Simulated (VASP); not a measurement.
Data:

```
CELL_PARAMETERS angstrom
      0.00000     2.82192     2.82192
      2.82192     0.00000     2.82192
      2.82192     2.82192     0.00000
ATOMIC_POSITIONS crystal
  Ag 0.00000 0.00000 0.00000
  Cl 0.50000 0.50000 0.50000
```

Computed with RPBE GGA, VASP's PBE PAW potentials (set 64) (plane waves; VASP 6.6.1). Settings: 520 eV cut-off, 8×8×8 Γ-centred mesh, Gaussian smearing of 0.050 eV, potentials Ag Cl.

Q: The job: AgCl (rock salt), 2 atoms, RPBE, static run, 520 eV, 8×8×8 Γ-centred mesh. Roughly how much core time does it take on a busy server core?

A: About 30 core-seconds (one run on a shared machine, a rough figure). It had 29 irreducible k-points, 13 bands, up to 1243 plane waves and 14 electronic steps.

The compound is AgCl in the rock salt structure. This cell is one point of a volume scan, at 0.94 of the reference volume.
